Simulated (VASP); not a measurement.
Here is a VASP 6.6.1 calculation.

POSCAR

```
Rh3C
1.0
    3.5949168400      0.0000000000      0.0000000000
    0.0000000000      3.5949168400      0.0000000000
    0.0000000000      0.0000000000      3.5949168400
Rh C
3 1
Direct
    0.0000000000      0.5000000000      0.5000000000
    0.5000000000      0.0000000000      0.5000000000
    0.5000000000      0.5000000000      0.0000000000
    0.0000000000      0.0000000000      0.0000000000
```

File INCAR.step1:

```
SYSTEM = Rh3C
  ALGO = Normal
  EDIFF = 1E-4
  ENCUT = 520
  GGA = PE
  ISMEAR = -5
  LASPH = .TRUE.
  LCHARG = .FALSE.
  LMAXMIX = 4
  LREAL = .FALSE.
  LWAVE = .TRUE.
  NBANDS = 32
  NELM = 100
  PREC = Accurate
  SIGMA = 0.1665
```

Contents of INCAR.step2:

```
SYSTEM = Rh3C
  ALGO = Normal
  EDIFF = 1E-6
  ENCUT = 520
  ISIF = 2
  ISMEAR = 0
  ISTART = 1
  LASPH = .TRUE.
  LCHARG = .FALSE.
  LMAXMIX = 4
  LMIXTAU = .TRUE.
  LORBIT = 11
  LREAL = .FALSE.
  LWAVE = .FALSE.
  METAGGA = R2SCAN
  NBANDS = 32
  NELM = 100
  PREC = Accurate
  SIGMA = 0.1665
```

KPOINTS

```
k-points
0
G
  9 9 9
  0 0 0
```

Potentials or basis: VASP PAW PBE potentials, release 64 (Rh_pv, C).

The run is started by

```sh
$ cat potpaw_PBE.64/Rh_pv/POTCAR potpaw_PBE.64/C/POTCAR > POTCAR
$ cp INCAR.step1 INCAR
$ mpirun -np 1 vasp_std > vasp.out
$ cp INCAR.step2 INCAR
$ mpirun -np 1 vasp_std > vasp.out
```

Q: Estimate the band gap on the k mesh.

A: None (metal or under the smearing width).

Q: Predict the pressure.

A: 19.7 GPa.

Caveat: so large a pressure means that the cell lies far from this level's equilibrium, or that cutoff or potentials fall short; the potentials were made for another functional, which shifts forces and pressure.
